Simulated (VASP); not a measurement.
Consider the following.

```
HgPd5P
1.0
    4.01802     0.00000     0.00000
    0.00000     4.01802     0.00000
    0.00000     0.00000     7.18054
Hg P Pd
1 1 5
Direct
  0.50000   0.50000   0.00000
  0.00000   0.00000   0.50000
  0.00000   0.50000   0.30289
  0.00000   0.50000   0.69711
  0.50000   0.00000   0.30289
  0.50000   0.00000   0.69711
  0.00000   0.00000   0.00000
```

Calculation: PBEsol GGA, VASP's PBE PAW potentials (set 64) (plane waves; VASP 6.6.1). Run with 300 eV cut-off, 5×5×3 Γ-centred mesh, Gaussian smearing of 0.10 eV, potentials Hg P Pd.

At this cut-off the stress carries a Pulay error, which pulls relaxed volumes low. Energy and stress use the plane-wave basis of the starting cell.

Q: The ions, cell shape and volume are relaxed. Give the cell that the relaxation ends in.

A: 
```
HgPd5P
1.0
    3.91804     0.00000     0.00000
    0.00000     3.91804     0.00000
    0.00000     0.00000     6.95778
Hg P Pd
1 1 5
Direct
  0.50000   0.50000   0.00000
  0.00000   0.00000   0.50000
  0.00000   0.50000   0.30196
  0.00000   0.50000   0.69804
  0.50000   0.00000   0.30196
  0.50000   0.00000   0.69804
  0.00000   0.00000   0.00000
```
Space group P4/mmm (123), at a tolerance of 0.03 Å.

Q: How do energy and volume change from the first to the last step?

A: The energy (σ→0) changes by -52.4 meV/atom and the volume by -7.9 %, in 9 ionic steps.

The structure comes from a computed database's HgPPd5 entry (P4/mmm); how it stands against other phases isn't given here. This run relaxes it. Symmetry was kept, so distortions that lower it aren't found. The k-mesh is coarse (spacing up to 0.32 per Å, 2π included), so the numbers may not be converged in it. The run is one of a series of settings (EDIFFG = -0.01, IBRION = 2, ISIF = 3, NSW = 50 against the base run), some of them coarse on purpose. The electron count is odd and the run is not spin-polarised, which forces a metal.
